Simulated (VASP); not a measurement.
# Be$_{3}$ZnO$_{4}$ (space group I-42m): computed properties

All values below come from LDA (Ceperley-Alder, Perdew-Zunger), VASP's LDA PAW potentials (set 64) (plane waves; VASP 6.6.1).

For Be3ZnO4, the space group is I-42m (121). The cell is a = 3.980 Å, b = 3.980 Å, c = 7.772 Å, α = 90.00°, β = 90.00°, γ = 90.00° and the volume per atom is 7.70 Å³/atom. The band gap (over mesh and band path) is 4.64 eV, the smallest direct gap (over mesh and band path) is 4.64 eV and the band-edge character comes out as direct, Γ to Γ. The density comes out as 4.22 g/cm³ and the mean ε∞ (DFPT) is 3.43. The mean ε∞ (independent particles) is 3.53. The mean static ε is 7.79 and the optical Γ-point spectrum comes out as 253 (×2), 266, 519 (×2), 520, 564, 574 (×2), 598, 616 (×2), 649, 655, 663, 684 (×2), 727, 741 (×2), 805 cm⁻¹.

```
Be3ZnO4
1.0
   -1.99025     1.99025     3.88593
    1.99025    -1.99025     3.88593
    1.99025     1.99025    -3.88593
Be Zn O
3 1 4
Cartesian
 -1.99025   1.99025   3.88593
  0.00000   1.99025   1.94296
  1.99025   0.00000   1.94296
  0.00000   0.00000   3.88593
  0.87822   0.87822  -1.06564
  0.87822   3.10227   1.06564
  1.11203   1.11203   2.82029
  1.11203  -1.11203   4.95156
```

The structure comes from a computed database's Be3ZnO4 entry (I-42m); how it stands against other phases isn't given here. It was relaxed first, which changed the volume by -6 %. Symmetry was kept, so distortions that lower it aren't found.
